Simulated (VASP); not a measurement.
Level of theory: PBEsol GGA, VASP's PBE PAW potentials (set 64) (plane waves; VASP 6.6.1).

VASP ran on this input.

File POSCAR:
```
InAs
4.2193470
  0.0000000000   0.7071067533   0.7071067533
  0.7071067533   0.0000000000   0.7071067533
  0.7071067533   0.7071067533   0.0000000000
In As
1 1
direct
  0.0000000000   0.0000000000   0.0000000000
  0.2500000000   0.2500000000   0.2500000000
```

INCAR:
```
! general
SYSTEM   =  InAs
PREC     =  Accurate
ENCUT    =  520
LREAL    =  .False.
LASPH    =  .True.

! electronic loop
EDIFF    =  1E-7
NELM     =  100
ALGO     =  Normal
LMAXMIX  =  4

! smearing
ISMEAR   =  1
SIGMA    =  0.1

! functional
GGA      =  PS

! ions
ISIF     =  2

! output
LWAVE    =  .False.
LCHARG   =  .False.
```

KPOINTS:
```
Automatic
0
G
  10 10 10
```

POTCAR, in this order: In_d As (PBE.64 set). Program: vasp_std.

Output

**OUTCAR**
```
 ion  position               nearest neighbor table
   1  0.000  0.000  0.000-   2 2.58   2 2.58   2 2.58   2 2.58
   2  0.250  0.250  0.250-   1 2.58   1 2.58   1 2.58   1 2.58
  LATTYP: Found a face centered cubic cell.
 ALAT       =     5.9670575166
 Subroutine PRICEL returns:
 Original cell was already a primitive cell.
 Subroutine GETGRP returns: Found 24 space group operations
The static configuration has the point symmetry T_d .
The dynamic configuration has the point symmetry T_d .
 Subroutine INISYM returns: Found 24 space group operations
 Subroutine IBZKPT returns following result:
 Found     47 irreducible k-points:

 Following reciprocal coordinates:
            Coordinates               Weight
  0.000000  0.000000  0.000000      1.000000
  0.100000  0.000000  0.000000      8.000000
  0.200000  0.000000  0.000000      8.000000
  0.300000  0.000000  0.000000      8.000000
  0.400000  0.000000  0.000000      8.000000
  0.500000  0.000000  0.000000      4.000000
  0.100000  0.100000  0.000000      6.000000
  0.200000  0.100000  0.000000     24.000000
  0.300000  0.100000  0.000000     24.000000
  0.400000  0.100000  0.000000     24.000000
  0.500000  0.100000  0.000000     24.000000
 -0.400000  0.100000  0.000000     24.000000
 -0.300000  0.100000  0.000000     24.000000
 -0.200000  0.100000  0.000000     24.000000
 -0.100000  0.100000  0.000000     12.000000
  0.200000  0.200000  0.000000      6.000000
  0.300000  0.200000  0.000000     24.000000
  0.400000  0.200000  0.000000     24.000000
  0.500000  0.200000  0.000000     24.000000
 -0.400000  0.200000  0.000000     24.000000
 -0.300000  0.200000  0.000000     24.000000
 -0.200000  0.200000  0.000000     12.000000
  0.300000  0.300000  0.000000      6.000000
  0.400000  0.300000  0.000000     24.000000
...
```

File OSZICAR:
```
       N       E                     dE             d eps       ncg     rms          rms(c)
DAV:   1     0.111031511085E+03    0.11103E+03   -0.85881E+03  1238   0.151E+03
DAV:   2    -0.597312124096E+00   -0.11163E+03   -0.10819E+03  1257   0.323E+02
DAV:   3    -0.854752150776E+01   -0.79502E+01   -0.78973E+01  1608   0.902E+01
DAV:   4    -0.875447338715E+01   -0.20695E+00   -0.20681E+00  1369   0.160E+01
DAV:   5    -0.876378658691E+01   -0.93132E-02   -0.93128E-02  1800   0.311E+00    0.478E+00
DAV:   6    -0.848721812301E+01    0.27657E+00   -0.46658E-01  1813   0.146E+01    0.265E+00
DAV:   7    -0.845151157543E+01    0.35707E-01   -0.14638E-01  1725   0.443E+00    0.693E-01
DAV:   8    -0.844972885680E+01    0.17827E-02   -0.15142E-02  1518   0.183E+00    0.253E-01
DAV:   9    -0.844993247732E+01   -0.20362E-03   -0.11572E-03  1556   0.415E-01    0.133E-01
DAV:  10    -0.844998624528E+01   -0.53768E-04   -0.13751E-04  1812   0.192E-01    0.805E-02
DAV:  11    -0.845000102352E+01   -0.14778E-04   -0.66921E-05  1352   0.140E-01    0.631E-02
DAV:  12    -0.845000074619E+01    0.27733E-06   -0.90803E-06  1283   0.323E-02    0.875E-03
DAV:  13    -0.845000076743E+01   -0.21239E-07   -0.17630E-06  1537   0.868E-03    0.522E-03
DAV:  14    -0.845000068975E+01    0.77682E-07   -0.84628E-08   904   0.291E-03
   1 F= -.84500007E+01 E0= -.84500838E+01  d E =0.249327E-03
```

OUTCAR:
```
------------------------ aborting loop because EDIFF is reached ----------------------------------------
  FORCE on cell =-STRESS in cart. coord.  units (eV):
  Direction    XX          YY          ZZ          XY          YZ          ZX
  --------------------------------------------------------------------------------------
  Total        1.3098185      1.3098185      1.3098185     -0.0000000      0.0000000     -0.0000000
  in kB       39.5094544     39.5094544     39.5094544     -0.0000000      0.0000000     -0.0000000
  external PRESSURE =      39.5094544 kB  Pullay stress =       0.0000000 kB
  volume of cell :       53.12
      direct lattice vectors                 reciprocal lattice vectors
     0.000000000  2.983528758  2.983528758    -0.167586787  0.167586787  0.167586787
     2.983528758  0.000000000  2.983528758     0.167586787 -0.167586787  0.167586787
     2.983528758  2.983528758  0.000000000     0.167586787  0.167586787 -0.167586787
  FREE ENERGIE OF THE ION-ELECTRON SYSTEM (eV)
  ---------------------------------------------------
  free  energy   TOTEN  =        -8.4500006897 eV

  energy  without entropy=       -8.4502500169  energy(sigma->0) =       -8.45008380
```
(Selected blocks of OUTCAR.)

The compound is InAs in the zinc blende structure. This cell is one point of a volume scan, at 0.94 of the reference volume.
